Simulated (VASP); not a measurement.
# ScPd under strain, part 2 of 2

Aim: follow the pressure of ScPd through compression, expansion and shear. All runs use PBEsol. Left out of this account: at least 1 further run (self-consistent run: a reference on another mesh). The start is a cell from a database of measured crystal structures.

VASP 6.6.1; PBEsol; plane waves and PAW (Sc_sv, Pd).

Still holding for the runs below: This run has no spin polarisation. Its electron count is odd, so without a moment it is a metal by construction. Spin-orbit coupling is off here; it would split degenerate levels.

So far, pressure (GPa): step 2 (bands, cell as listed) -1.70; step 3 (cell volume +4.0 %) -5.94; step 4 (cell volume +8.0 %) -9.32; step 5 (bands, sheared, principal strains -2.9, -0.0, +3.0 %) -1.79; step 6 (cell volume -4.0 %) 3.52.

### 7. Bands, volume times 0.92 (continued)

The electronic bands at the labelled points (eV, zero at the Fermi level; # counts the bands kept in this run):

```csv
point,#3,#4,#5,#6,#7,#8,#9,#10
Γ,-5.24,-3.11,-3.11,-3.11,1.25,1.25,3.61,3.61
0.47 of the way,-4.67,-3.26,-3.26,-2.98,0.68,1.22,2.37,2.37
X,-3.42,-3.42,-3.22,-2.79,-0.64,-0.12,1.38,1.38
0.47 of the way,-3.70,-3.68,-3.43,-1.47,-0.90,0.86,1.64,2.38
M,-4.01,-4.01,-2.11,-0.56,0.71,0.71,1.80,3.45
0.47 of the way,-3.90,-3.62,-3.22,-3.22,0.80,1.23,1.27,2.23
Γ,-5.24,-3.11,-3.11,-3.11,1.25,1.25,3.61,3.61
0.47 of the way,-4.09,-3.73,-3.73,-3.45,1.18,1.18,2.26,2.29
R,-4.32,-2.06,-2.06,-1.34,-1.34,-1.34,4.04,4.04
0.47 of the way,-4.00,-3.72,-3.55,-1.07,-0.96,0.65,2.07,3.28
X,-3.42,-3.42,-3.22,-2.79,-0.64,-0.12,1.38,1.38
jump to M,-4.01,-4.01,-2.11,-0.56,0.71,0.71,1.80,3.45
0.47 of the way,-4.16,-4.16,-2.09,-0.60,-0.46,-0.46,2.55,3.99
R,-4.32,-2.06,-2.06,-1.34,-1.34,-1.34,4.04,4.04
```

Of the projections kept (Sc, Pd), the largest for each band there, as a share of the weight inside these atoms' spheres; weight between the spheres isn't counted:

```csv
point,#3,#4,#5,#6,#7,#8,#9,#10
Γ,Pd 0.87,Pd 0.94,Pd 0.94,Pd 0.94,Sc 0.76,Sc 0.76,Sc 0.92,Sc 0.92
X,Pd 0.98,Pd 0.98,Sc 0.59,Pd 1.00,Pd 0.92,Sc 1.00,Sc 0.90,Sc 0.90
M,Pd 0.87,Pd 0.87,Pd 1.00,Pd 0.67,Pd 0.62,Pd 0.62,Sc 0.77,Sc 0.81
Γ,Pd 0.87,Pd 0.94,Pd 0.94,Pd 0.94,Sc 0.76,Sc 0.76,Sc 0.92,Sc 0.92
R,Pd 0.93,Pd 1.00,Pd 1.00,Sc 0.69,Sc 0.69,Sc 0.69,Sc 1.00,Sc 1.00
X,Pd 0.98,Pd 0.98,Sc 0.59,Pd 1.00,Pd 0.92,Sc 1.00,Sc 0.90,Sc 0.90
```

 The pressure is 10.03 GPa. The parabola predicted 9.83 GPa, -0.20 GPa off.

### 8. Bands, atoms displaced by up to 0.13 Å

In the first cell the atoms are moved off their sites at random; since the same shifts repeat in every cell, this is a frozen displacement of whole sublattices.

Input file INCAR:

```
SYSTEM = ScPd
PREC = Accurate
ENCUT = 400
EDIFF = 1E-06
NELM = 100
ISMEAR = -1
SIGMA = 0.05
LREAL = .FALSE.
ALGO = Normal
GGA = PS
NBANDS = 22
LASPH = .TRUE.
LORBIT = 11
LWAVE = .FALSE.
LCHARG = .FALSE.
KPAR = 2
```

Input file POSCAR:

```
ScPd
1.0
    3.2830000000      0.0000000000      0.0000000000
    0.0000000000      3.2830000000      0.0000000000
    0.0000000000      0.0000000000      3.2830000000
Sc Pd
1 1
Direct
    0.4700670000      0.5170920000      0.5215920000
   -0.0118560000      0.0074360000     -0.0005200000
```

Input file KPOINTS:

```
Automatic mesh
0
Gamma
12 12 12
0 0 0
```

Input file KPOINTS_OPT:

```
Line mode
16
Line-mode
Reciprocal
  0.00000000   0.00000000   0.00000000 GAMMA
  0.00000000   0.50000000   0.00000000 X

  0.00000000   0.50000000   0.00000000 X
  0.50000000   0.50000000   0.00000000 M

  0.50000000   0.50000000   0.00000000 M
  0.00000000   0.00000000   0.00000000 GAMMA

  0.00000000   0.00000000   0.00000000 GAMMA
  0.50000000   0.50000000   0.50000000 R

  0.50000000   0.50000000   0.50000000 R
  0.00000000   0.50000000   0.00000000 X

  0.50000000   0.50000000   0.00000000 M
  0.50000000   0.50000000   0.50000000 R
```

Potentials, in the order of the species: Sc_sv and Pd (PBE family, release 64).

Run with:

```
mpirun -np 2 vasp_std
```

Elapsed: 88 s, on 2 MPI ranks of AMD EPYC 9R45, shared host; peak memory 1.4 GiB.

Numbers from this step:

```yaml
scf_cycles: 13
irreducible_k_points: 868
symmetry_operations: 1
free_energy_toten: -14.33 eV
energy_at_zero_smearing: -14.33 eV
fermi_energy: 7.296 eV
pressure: -1.403 GPa
```

The electronic bands at the labelled points (eV, zero at the Fermi level; # counts the bands kept in this run):

```csv
point,#3,#4,#5,#6,#7,#8,#9,#10
Γ,-4.70,-2.87,-2.85,-2.85,1.14,1.17,3.26,3.26
0.47 of the way,-4.23,-3.00,-2.99,-2.74,0.67,1.10,2.22,2.23
X,-3.17,-3.16,-3.04,-2.59,-0.72,0.06,1.36,1.36
0.47 of the way,-3.38,-3.38,-3.13,-1.42,-0.91,0.87,1.50,2.21
M,-3.64,-3.63,-1.98,-0.57,0.61,0.62,1.66,3.10
0.53 of the way,-3.81,-3.22,-3.11,-2.87,0.83,1.12,1.39,2.07
Γ,-4.70,-2.87,-2.85,-2.85,1.14,1.17,3.26,3.26
0.47 of the way,-3.71,-3.42,-3.40,-3.16,1.08,1.10,2.00,2.13
R,-3.98,-1.94,-1.94,-1.13,-1.13,-1.13,3.68,3.68
0.53 of the way,-3.67,-3.49,-3.39,-1.03,-1.01,0.82,1.57,2.93
X,-3.17,-3.16,-3.04,-2.59,-0.72,0.06,1.36,1.36
jump to M,-3.64,-3.63,-1.98,-0.57,0.61,0.62,1.66,3.10
0.47 of the way,-3.80,-3.77,-1.96,-0.59,-0.39,-0.38,2.33,3.64
R,-3.98,-1.94,-1.94,-1.13,-1.13,-1.13,3.68,3.68
```

Of the projections kept (Sc, Pd), the largest for each band there, as a share of the weight inside these atoms' spheres; weight between the spheres isn't counted:

```csv
point,#3,#4,#5,#6,#7,#8,#9,#10
Γ,Pd 0.88,Pd 0.94,Pd 0.94,Pd 0.94,Sc 0.76,Sc 0.76,Sc 0.92,Sc 0.92
X,Pd 0.98,Pd 0.97,Sc 0.58,Pd 1.00,Pd 0.93,Sc 0.99,Sc 0.91,Sc 0.91
M,Pd 0.89,Pd 0.89,Pd 1.00,Pd 0.67,Pd 0.61,Pd 0.62,Sc 0.77,Sc 0.83
Γ,Pd 0.88,Pd 0.94,Pd 0.94,Pd 0.94,Sc 0.76,Sc 0.76,Sc 0.92,Sc 0.92
R,Pd 0.94,Pd 1.00,Pd 1.00,Sc 0.71,Sc 0.71,Sc 0.71,Sc 1.00,Sc 1.00
X,Pd 0.98,Pd 0.97,Sc 0.58,Pd 1.00,Pd 0.93,Sc 0.99,Sc 0.91,Sc 0.91
```

Force by atom:

```csv
atom,x (eV/Å),y (eV/Å),z (eV/Å),size
Sc1,0.181,-0.097,-0.221,0.302
Pd2,-0.181,0.097,0.221,0.302
```

 The pressure is -1.40 GPa, and the symmetry operations fall from 48 to 1.

### 9. The runs together

| cell | mesh | pressure (GPa) | gap (eV) |
| --- | --- | --- | --- |
| cell as listed | 12×12×12 | -1.70 | none |
| volume times 1.04 | 12×12×12 | -5.94 | none |
| volume times 1.08 | 12×12×12 | -9.32 | none |
| sheared, principal strains -2.9, -0.0, +3.0 % | 12×12×12 | -1.79 | none |
| volume times 0.96 | 12×12×12 | 3.52 | none |
| volume times 0.92 | 12×12×12 | 10.03 | none |
| atoms displaced by up to 0.13 Å | 12×12×12 | -1.40 | none |

### 10. Summary of results

```json
{
  "pressure, cell as listed": "-1.70 GPa",
  "pressure, volume times 1.04": "-5.94 GPa",
  "pressure, volume times 1.08": "-9.32 GPa",
  "pressure, sheared, principal strains -2.9, -0.0, +3.0 %": "-1.79 GPa",
  "pressure, volume times 0.96": "3.52 GPa",
  "pressure, volume times 0.92": "10.0 GPa",
  "pressure, atoms displaced by up to 0.13 Å": "-1.40 GPa",
  "bulk modulus at the listed volume, shape and positions held": "119 GPa"
}
```

In words: The slope of pressure against ln V at the listed volume gives a bulk modulus of 119 GPa at fixed shape and positions. Spin-orbit coupling is left out; it would split some degenerate bands. With an odd electron count and no spin the cell is a metal by construction.

[Lines on the potential files, build, host, timing and source positions are cut from VASP's logs without a mark.]

[Logs are printed without paths, hosts, clocks, repeated set-up lines and the standing remarks that a program may print on its own settings, such as how far it seeks lower states.]

[Hosts, paths, dates, database ids (printed as entryN), source tags and the programs' standing remarks are cut or masked in the printed files.]

[A measured line is paired with the nearest computed mode of its activity, which favours agreement.]

[In band tables of VASP the shares of atoms and orbitals are scaled to a sum of 1 inside the atoms' spheres.]
